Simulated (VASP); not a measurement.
Input of a VASP 6.6.1 run:

The input INCAR:

```
SYSTEM = MnRuN2
  ALGO = Fast
  EDIFF = 1E-4
  EDIFFG = -0.08
  ENCUT = 520
  GGA = PE
  IBRION = 2
  ISIF = 3
  ISMEAR = 0
  ISPIN = 2
  LASPH = .True.
  LCHARG = .False.
  LMAXMIX = 4
  LORBIT = 11
  LREAL = .False.
  LWAVE = .False.
  MAGMOM = 4 1 0 0
  NELM = 60
  NSW = 24
  PREC = Normal
  SIGMA = 0.15
```

Contents of KPOINTS:

```
k-points
0
Gamma
  5 5 4
  0 0 0
```

The input POSCAR:

```
MnRuN2
1.0
    3.0708919900      0.0000000000      0.0000000000
    0.0000000000      3.0708919900      0.0000000000
    0.0000000000      0.0000000000      4.2939920100
Mn Ru N
1 1 2
Direct
    0.0000000000      0.0000000000      0.5000000000
    0.5000000000      0.5000000000      0.0000000000
    0.0000000000      0.0000000000      0.0000000000
    0.5000000000      0.5000000000      0.5000000000
```

Potentials or basis: VASP PAW PBE potentials, release 64 (Mn_pv, Ru_pv, N).

The run is started by

```bash
$ cat potpaw_PBE.64/Mn_pv/POTCAR potpaw_PBE.64/Ru_pv/POTCAR potpaw_PBE.64/N/POTCAR > POTCAR
$ mpirun -np 1 vasp_std > vasp.out
```

What does it give for the band gap on the k mesh?

None (metal or under the smearing width).

Predict the relaxed volume.

9.54 Å³/atom.

What does it give for the relaxed cell?

a = 2.973 Å, b = 2.973 Å, c = 4.315 Å, α = 90.00°, β = 90.00°, γ = 90.00°.

What does it give for the net moment?

2.69 μB per cell.

Final structure:
```
CELL_PARAMETERS angstrom
2.97318 0.00000 0.00000
0.00000 2.97318 0.00000
0.00000 0.00000 4.31518
ATOMIC_POSITIONS crystal
Mn 0.00000 0.00000 0.50000
Ru 0.50000 0.50000 0.00000
N 0.00000 0.00000 0.00000
N 0.50000 0.50000 0.50000
```

Caveat: the k mesh is coarse (spacing up to 0.41 Å⁻¹), so the values aren't converged; a cell with one magnetic atom can't hold antiferromagnetic order, which such compounds often take. With open d or f shells a metallic result of PBE can be an artefact of self-interaction; +U or a hybrid may open a gap.
